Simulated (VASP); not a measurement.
# WS2 in VASP: further runs, part 2 of 2

VASP 6.6.1. The steps go on from the part before.

**3. Optical spectrum, LDA (the (0 0 1) slab of WS2, cut from the database cell, not relaxed)**

INCAR

```
SYSTEM = WS2
ALGO     = Normal         ! electronic algorithm
CSHIFT   = 0.1          
DIPOL    = 0.5 0.5 0.500
EDIFF    = 1E-7           ! SCF threshold, eV
ENCUT    = 900            ! plane-wave cutoff, eV
GGA      = CA             ! functional
IDIPOL   = 3            
ISIF     = 2              ! what is computed and relaxed
ISMEAR   = 0              ! smearing method
LASPH    = .TRUE.         ! aspherical terms in the spheres
LCHARG   = .FALSE.        ! write CHGCAR
LDIPOL   = .TRUE.       
LOPTICS  = .TRUE.         ! frequency-dependent dielectric function
LREAL    = .FALSE.        ! projectors in reciprocal space
LWAVE    = .FALSE.        ! write WAVECAR
NBANDS   = 74             ! bands
NEDOS    = 1000           ! points of the DOS
NELM     = 80             ! most SCF steps
PREC     = Accurate       ! precision mode
SIGMA    = 0.01           ! smearing width, eV
```

KPOINTS

```
k-points
0
G
  10 10 1
  0 0 0
```

POSCAR

```
WS2
1.0
    3.1580007685      0.0000000000      0.0000000000
   -1.5790003843      2.7349088908      0.0000000000
    0.0000000000      0.0000000000     24.2936853070
S W
4 2
Direct
    0.3333333333      0.6666666667      0.3087222011
    0.3333333333      0.6666666667      0.4375768918
    0.0000000000      0.0000000000      0.5624231082
    0.0000000000      0.0000000000      0.6912777989
    0.6666666667      0.3333333333      0.3739233342
    0.3333333333      0.6666666667      0.6276242413
```

Potentials or basis: VASP PAW LDA potentials, release 64 (S_h, W_sv).

Command:

```sh
cat potpaw_LDA.64/S_h/POTCAR potpaw_LDA.64/W_sv/POTCAR > POTCAR
mpirun -np 1 vasp_std > vasp.out
```

OUTCAR:

```text
SYSTEM = WS2
   EDIFF = 1E-7
   ENCUT = 900
   GGA = CA
   ISIF = 2
   ISMEAR = 0
   LASPH = .TRUE.
   LREAL = .FALSE.
   NELM = 80
   PREC = Accurate

 ion  position               nearest neighbor table
   1  0.333  0.667  0.309-   5 2.42   5 2.42   5 2.42
   2  0.333  0.667  0.438-   5 2.39   5 2.39   5 2.39
   3  0.000  0.000  0.562-   6 2.42   6 2.42   6 2.42
   4  0.000  0.000  0.691-   6 2.39   6 2.39   6 2.39
   5  0.667  0.333  0.374-   2 2.39   2 2.39   2 2.39   1 2.42   1 2.42   1 2.42
   6  0.333  0.667  0.628-   4 2.39   4 2.39   4 2.39   3 2.42   3 2.42   3 2.42

  LATTYP: Found a hexagonal cell.
 ALAT       =     3.1580007685
 C/A-ratio  =     7.6927420504

  Lattice vectors:

 A1 = (   3.1580007685,   0.0000000000,   0.0000000000)
 A2 = (  -1.5790003843,   2.7349088908,   0.0000000000)
 A3 = (   0.0000000000,   0.0000000000,  24.2936853070)

Analysis of symmetry for initial positions (statically):
=====================================================================
 Subroutine PRICEL returns:
 Original cell was already a primitive cell.

 Routine SETGRP: Setting up the symmetry group for a
 hexagonal supercell.
[... 779 lines left out ...]
      1.57900      0.91164      9.08398        -0.000000      0.000000     -0.616566
     -0.00000      1.82327     15.24731         0.000000     -0.000000     -0.580781
 -----------------------------------------------------------------------------------
    total drift:                               -0.000000      0.000000      0.000037

  FREE ENERGIE OF THE ION-ELECTRON SYSTEM (eV)
  ---------------------------------------------------
  free  energy   TOTEN  =       -52.3336485937 eV

  energy  without entropy=      -52.3336485937  energy(sigma->0) =      -52.33364859

 vacuum level on the upper side and lower side of the slab         6.583         6.599

 electrical conductivity sigma (Mega S m-1) (frequency dependency in vasprun.xml)
  --------------------------------------------------------------------------------------
       0.000      -0.000       0.000
      -0.000       0.000       0.000
       0.000       0.000       0.000

  frequency dependent IMAGINARY DIELECTRIC FUNCTION (independent particle, no local field effects) density-density
     E(ev)      X         Y         Z        XY        YZ        ZX
  --------------------------------------------------------------------------------------------------------------
     0.00000     0.00000     0.00000     0.00000     0.00000     0.00000     0.00000
     1.14163     0.00000     0.00000     0.00000     0.00000     0.00000     0.00000
     2.28325    17.43724    17.43724     0.00808    -0.00000     0.00000     0.00000
     3.42488    18.01096    18.01096     2.86966    -0.00000     0.00000    -0.00000
     4.56650     6.66773     6.66773     1.22399    -0.00000    -0.00000     0.00000
     5.70813     2.83755     2.83755    11.73767    -0.00000     0.00000     0.00000
[... 92 lines left out ...]
   111.87929     0.00000     0.00000     0.00000     0.00000     0.00000     0.00000
   113.02092     0.00000     0.00000     0.00000     0.00000     0.00000     0.00000

  frequency dependent      REAL DIELECTRIC FUNCTION (independent particle, no local field effects) density-density
     E(ev)        X           Y           Z          XY          YZ          ZX
  --------------------------------------------------------------------------------------------------------------
     0.00000     7.88092     7.88092     4.95165    -0.00000     0.00000    -0.00000
     1.14163     8.68516     8.68516     5.12502    -0.00000     0.00000    -0.00000
     2.28325    11.84131    11.84131     5.99254    -0.00000     0.00000     0.00000
     3.42488     3.47150     3.47150     5.90516    -0.00000     0.00000     0.00000
     4.56650     0.77094     0.77094     7.66695     0.00000     0.00000     0.00000
     5.70813    -1.33623    -1.33623     5.97088     0.00000    -0.00000     0.00000
[... 92 lines left out ...]
   111.87929     0.97699     0.97699     0.97677     0.00000    -0.00000     0.00000
   113.02092     0.97748     0.97748     0.97726     0.00000    -0.00000     0.00000

  frequency dependent IMAGINARY DIELECTRIC FUNCTION (independent particle, no local field effects) current-current
     E(ev)      X         Y         Z        XY        YZ        ZX
  --------------------------------------------------------------------------------------------------------------
     0.00000     0.00000     0.00000     0.00000     0.00000     0.00000     0.00000
     1.14163     0.00000     0.00000     0.00000     0.00000     0.00000     0.00000
     2.28325    16.74507    16.74507     0.00794    -0.00000    -0.00000     0.00000
     3.42488    17.98610    17.98610     2.87015    -0.00000     0.00000     0.00000
     4.56650     6.67246     6.67246     1.23290    -0.00000     0.00000     0.00000
     5.70813     2.83321     2.83321    11.76337    -0.00000    -0.00000     0.00000
[... 92 lines left out ...]
   111.87929     0.00000     0.00000     0.00000     0.00000     0.00000     0.00000
   113.02092     0.00000     0.00000     0.00000     0.00000     0.00000     0.00000

  frequency dependent      REAL DIELECTRIC FUNCTION (independent particle, no local field effects) current-current
     E(ev)        X           Y           Z          XY          YZ          ZX
  --------------------------------------------------------------------------------------------------------------
     0.00000     7.84514     7.84514     4.94825    -0.00000     0.00000    -0.00000
     1.14163     8.62749     8.62749     5.11938    -0.00000     0.00000    -0.00000
     2.28325    11.17354    11.17354     5.96968    -0.00000    -0.00000    -0.00000
     3.42488     2.86619     2.86619     5.78871    -0.00000     0.00000    -0.00000
     4.56650     0.42113     0.42113     7.55544     0.00000     0.00000     0.00000
     5.70813    -1.47620    -1.47620     5.65346     0.00000    -0.00000    -0.00000
[... 92 lines left out ...]
   111.87929     0.97700     0.97700     0.97678     0.00000    -0.00000     0.00000
   113.02092     0.97748     0.97748     0.97726     0.00000    -0.00000     0.00000
```

Run time: 7.8 min. Hardware: 1 thread of Intel Xeon 6975P-C (Granite Rapids), shared host; peak memory 0.86 GiB.

Results:

```
Free energy            : -52.3336 eV
Largest force          : 0.617 eV/Å
Band gap on the k mesh : 1.45 eV, indirect (least direct gap 2.19 eV)
```

Forces on the atoms (eV/Å):
```
S    0.000  0.000  0.559
S    0.000  0.000  0.097
S    0.000  0.000  0.497
S    0.000  0.000  0.045
W    0.000  0.000 -0.617
W    0.000  0.000 -0.581
```

Dielectric function (mean over the directions given):
| energy (eV) | real part | imaginary part |
| --- | --- | --- |
| 0.34 | 6.95 | 0.00 |
| 0.91 | 7.26 | 0.00 |
| 1.60 | 8.33 | 0.00 |
| 2.28 | 9.89 | 11.63 |
| 2.97 | 6.95 | 5.54 |
| 3.65 | 4.60 | 2.98 |
| 4.34 | 4.35 | 5.25 |
| 5.02 | 3.45 | 4.87 |
| 5.71 | 1.10 | 5.80 |
| 6.39 | 0.60 | 6.08 |
| 7.08 | -0.72 | 5.76 |
| 7.76 | -0.07 | 1.66 |
| 8.45 | 0.60 | 4.14 |
| 9.13 | -0.14 | 2.87 |
| 9.82 | 0.01 | 3.58 |
| 10.39 | -0.95 | 2.09 |
| 11.07 | -0.38 | 1.68 |
| 11.76 | -0.72 | 2.47 |
| 12.44 | -0.59 | 2.24 |
| 13.13 | -0.54 | 1.68 |
| 13.81 | -0.44 | 1.07 |
| 14.50 | -0.53 | 0.96 |
| 15.18 | -0.35 | 0.73 |
| 15.87 | -0.24 | 0.69 |
| 16.55 | -0.20 | 0.41 |
| 17.24 | -0.09 | 0.32 |
| 17.92 | -0.02 | 0.24 |
| 18.61 | 0.09 | 0.27 |
| 19.29 | 0.17 | 0.12 |
| 19.98 | 0.24 | 0.15 |

Caveat: spectra need much finer meshes, so this one isn't converged; independent-particle spectra lack excitons; spin-orbit coupling is left out, which moves the levels of the heavy elements.
